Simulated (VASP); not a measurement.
Here is the system:

```
AuCu
1.0
    2.80000     0.00000     0.00000
    0.00000     2.80000     0.00000
    0.00000     0.00000     3.67000
Cu Au
1 1
Direct
  0.00066   0.01644   0.01160
  0.49934   0.48356   0.48840
```

These are LDA (Ceperley-Alder, Perdew-Zunger), VASP's LDA PAW potentials (set 64) (plane waves; VASP) values and carry that method's errors. Run with 300 eV cut-off, 7×7×6 Γ-centred mesh, Gaussian smearing of 0.20 eV, potentials Cu Au.

At this cut-off the stress carries a Pulay error, which pulls relaxed volumes low. Energy and stress use the plane-wave basis of the starting cell.

Question: The ions, cell shape and volume are relaxed. Which structure does the run end with?

Answer: 
```
AuCu
1.0
    2.75840     0.00001    -0.00004
    0.00001     2.75818    -0.00090
   -0.00005    -0.00117     3.61481
Cu Au
1 1
Cartesian
 -0.00002  -0.00062   3.61450
  1.37916   1.37796   1.80725
```
Space group P4/mmm (123), at a tolerance of 0.03 Å.

Question: How do energy and volume change from the first to the last step?

Answer: The energy (σ→0) changes by -34.5 meV/atom and the volume by -4.4 %, in 12 ionic steps.

| step | E(σ→0) (eV) | max force (eV/Å) | pressure (GPa) | volume (Å³) |
|---|---|---|---|---|
| 1 | -9.2472 | 0.619 | -7.18 | 28.77 |
| 2 | -9.2548 | 0.435 | 11.85 | 26.17 |
| 3 | -9.2911 | 0.556 | 1.88 | 27.36 |
| 4 | -9.3119 | 0.176 | 0.76 | 27.44 |
| 5 | -9.3131 | 0.157 | 0.58 | 27.46 |
| 6 | -9.3149 | 0.081 | -0.90 | 27.66 |
| 7 | -9.3150 | 0.071 | -1.10 | 27.69 |
| 8 | -9.3161 | 0.024 | -0.25 | 27.55 |
| 9 | -9.3162 | 0.023 | -0.11 | 27.53 |
| 10 | -9.3162 | 0.023 | -0.04 | 27.52 |
| 11 | -9.3162 | 0.013 | 0.01 | 27.51 |
| 12 | -9.3162 | 0.006 | 0.09 | 27.50 |

The structure is a typed CuAu crystal. In the starting cell atoms are displaced from their ideal sites. This run relaxes it. The k-mesh is coarse (spacing up to 0.33 per Å, 2π included), so the numbers may not be converged in it. The run is one of a series of settings (EDIFFG = -0.01, IBRION = 2, ISIF = 3, NSW = 50 against the base run), some of them coarse on purpose.
